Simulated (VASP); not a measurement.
Given:

```xyz
8
Lattice="1.6578 -2.8714 0.0000 1.6578 2.8714 0.0000 0.0000 0.0000 10.8502" Properties=species:S:1:pos:R:3 pbc="T T T"
In     1.6578    -0.9571     2.8769
In     1.6578     0.9571    10.7313
N      1.6578    -0.9571     5.0661
N      1.6578     0.9571     2.0261
N      1.6578    -0.9571     9.8913
N      1.6578     0.9571     7.4807
Al     1.6578    -0.9571     8.0199
Al     1.6578     0.9571     5.5979
```

Method: PBEsol GGA, VASP's PBE PAW potentials (set 64) (plane waves; VASP). Run with 520 eV cut-off, 9×9×3 Γ-centred mesh, tetrahedra with Blöchl corrections, potentials In_d N Al.

Unless said otherwise, spin-orbit coupling is left out, though it shifts the bands of the heavy elements here.

**Question.** Tabulate the total density of states (states/eV per cell) against energy (eV; zero at the valence-band maximum or, without a gap, the Fermi level).

**Answer.** 
```json
[
 {"E (eV)": "-9.94", "DOS (states/eV)": "0.00"},
 {"E (eV)": "-9.60", "DOS (states/eV)": "0.00"},
 {"E (eV)": "-9.26", "DOS (states/eV)": "0.00"},
 {"E (eV)": "-8.92", "DOS (states/eV)": "0.00"},
 {"E (eV)": "-8.46", "DOS (states/eV)": "0.00"},
 {"E (eV)": "-8.12", "DOS (states/eV)": "0.00"},
 {"E (eV)": "-7.78", "DOS (states/eV)": "0.00"},
 {"E (eV)": "-7.43", "DOS (states/eV)": "0.00"},
 {"E (eV)": "-7.09", "DOS (states/eV)": "0.00"},
 {"E (eV)": "-6.75", "DOS (states/eV)": "0.00"},
 {"E (eV)": "-6.29", "DOS (states/eV)": "0.59"},
 {"E (eV)": "-5.95", "DOS (states/eV)": "3.47"},
 {"E (eV)": "-5.61", "DOS (states/eV)": "6.28"},
 {"E (eV)": "-5.26", "DOS (states/eV)": "3.74"},
 {"E (eV)": "-4.92", "DOS (states/eV)": "5.29"},
 {"E (eV)": "-4.58", "DOS (states/eV)": "2.24"},
 {"E (eV)": "-4.24", "DOS (states/eV)": "1.99"},
 {"E (eV)": "-3.78", "DOS (states/eV)": "4.79"},
 {"E (eV)": "-3.44", "DOS (states/eV)": "2.73"},
 {"E (eV)": "-3.10", "DOS (states/eV)": "4.80"},
 {"E (eV)": "-2.75", "DOS (states/eV)": "4.12"},
 {"E (eV)": "-2.41", "DOS (states/eV)": "5.80"},
 {"E (eV)": "-2.07", "DOS (states/eV)": "6.26"},
 {"E (eV)": "-1.61", "DOS (states/eV)": "7.99"},
 {"E (eV)": "-1.27", "DOS (states/eV)": "4.35"},
 {"E (eV)": "-0.93", "DOS (states/eV)": "3.06"},
 {"E (eV)": "-0.58", "DOS (states/eV)": "1.99"},
 {"E (eV)": "-0.24", "DOS (states/eV)": "0.78"},
 {"E (eV)": "0.10", "DOS (states/eV)": "0.00"},
 {"E (eV)": "0.44", "DOS (states/eV)": "0.00"},
 {"E (eV)": "0.90", "DOS (states/eV)": "0.01"},
 {"E (eV)": "1.24", "DOS (states/eV)": "0.08"},
 {"E (eV)": "1.58", "DOS (states/eV)": "0.25"},
 {"E (eV)": "1.93", "DOS (states/eV)": "0.35"},
 {"E (eV)": "2.27", "DOS (states/eV)": "0.48"},
 {"E (eV)": "2.61", "DOS (states/eV)": "0.68"},
 {"E (eV)": "3.07", "DOS (states/eV)": "1.61"},
 {"E (eV)": "3.41", "DOS (states/eV)": "1.27"},
 {"E (eV)": "3.75", "DOS (states/eV)": "2.55"},
 {"E (eV)": "4.10", "DOS (states/eV)": "3.61"}
]
```
Within 2 eV below the valence-band maximum the largest weight inside VASP's projection spheres is N p.

The structure was generated: Al2In2N4 was put into an ordered model structure (P3m1), which need not be its known phase. It was relaxed first.
